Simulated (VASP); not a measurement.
## Ta3Si3N: relaxation of cell and atoms with PBE

Ta3Si3N:

```
Ta Si N
1.0
    -2.94989    2.98951    3.08478
     2.94989   -2.98951    3.08478
     2.94989    2.98951   -3.08478
Ta Si N
3 3 1
Direct
  0.25893 0.75893 0.50000
  0.74107 0.24107 0.50000
  0.50000 0.50000 0.00000
  0.00000 0.16562 0.16562
  0.00000 0.83438 0.83438
  0.00000 0.50000 0.50000
  0.50000 0.00000 0.50000
```

The cell was built by a generator and needn't be a form met in nature.

```yaml
Program: VASP 6.6.1
Task: relaxation of cell and atoms
Functional: PBE
Potentials_or_basis: VASP PAW PBE potentials, release 64 (Ta_pv, Si, N)
Cutoff: 520 eV
k_mesh: 3 × 3 × 3
Occupations: gaussian, width 0.15 eV
Spin: no spin polarisation
Further_INCAR_settings: PREC = Normal; ALGO = Fast; EDIFF = 0.0001; IBRION = 2; EDIFFG = -0.08; NSW = 24; ISIF = 3
```

* Relaxed volume: 18.77 Å³/atom
* Relaxed cell: a = 5.922 Å, b = 5.922 Å, c = 5.922 Å, α = 113.38°, β = 134.14°, γ = 84.65°
* Space group after relaxing (to 0.05 Å): Immm (No. 71)
* Energy gained by relaxing: 4768.7 meV/atom
* Ionic steps: 15
* Pressure after relaxing: 0.1 GPa
* Largest force after relaxing: 0.052 eV/Å
* Band gap on the k mesh: none (metal or under the smearing width)

Forces in eV/Å, atoms in the order of the input:
```
Ta   0.000  0.000 -0.052
Ta   0.000  0.000  0.052
Ta   0.000  0.000  0.000
Si   0.025  0.000  0.000
Si  -0.025  0.000  0.000
Si   0.000  0.000  0.000
N    0.000  0.000  0.000
```

Stress tensor (GPa, compression positive):
```
 0.00  0.00  0.00
 0.00  0.31  0.00
 0.00  0.00 -0.01
```

The path:
```tsv
step	energy change (eV)	largest force (eV/Å)	pressure (GPa)	volume (Å³)
1	0.0000	9.6469	111.82	108.82
2	-2.7712	1.5966	-18.40	296.26
3	-27.4423	2.3371	-10.36	185.17
4	-28.3385	3.4528	-9.00	180.21
5	-28.5699	7.1371	-3.35	169.62
6	-28.5752	6.0073	-5.14	172.60
7	-30.7540	1.6465	-16.35	159.50
8	-30.7408	1.5217	-16.07	160.32
9	-32.7661	1.0040	-9.24	140.56
10	-33.0794	1.1021	-3.79	132.65
11	-33.0865	1.1545	-2.40	131.10
12	-33.3535	0.3177	-0.89	131.25
13	-33.3797	0.1184	0.04	131.27
14	-33.3797	0.1445	0.19	131.27
15	-33.3806	0.0520	0.10	131.42
```

Final structure:
```
CELL_PARAMETERS angstrom
-3.25222 2.30733 4.37836
3.25222 -2.30733 4.37836
3.25222 2.30733 -4.37836
ATOMIC_POSITIONS crystal
Ta 0.28013 0.78013 0.50000
Ta 0.71987 0.21987 0.50000
Ta 0.50000 0.50000 0.00000
Si 0.00000 0.16667 0.16667
Si 0.00000 0.83333 0.83333
Si 0.00000 0.50000 0.50000
N 0.50000 0.00000 0.50000
```

Levels at points of the mesh, in eV from the Fermi level:
```csv
k point,band 21,band 22,band 23,band 24,band 25,band 26,band 27,band 28,band 29,band 30
"(0.00, 0.00, 0.00)",-2.01,-1.81,-1.41,-1.37,0.33,0.55,1.16,1.18,1.19,1.42
```

Wall time 3.1 min on 1 thread of Intel(R) Xeon(R) 6975P-C (Granite Rapids) (shared host), peak memory 0.18 GiB.

Caveat: the k mesh is coarse (spacing up to 0.50 Å⁻¹), so the values aren't converged; the volume moved by over 15 % at a fixed basis, so the end points are rough; the relaxation stopped at a loose force limit of 0.08 eV/Å, so its end isn't a converged minimum. The run has no spin-orbit coupling, so splittings on Ta are missing.
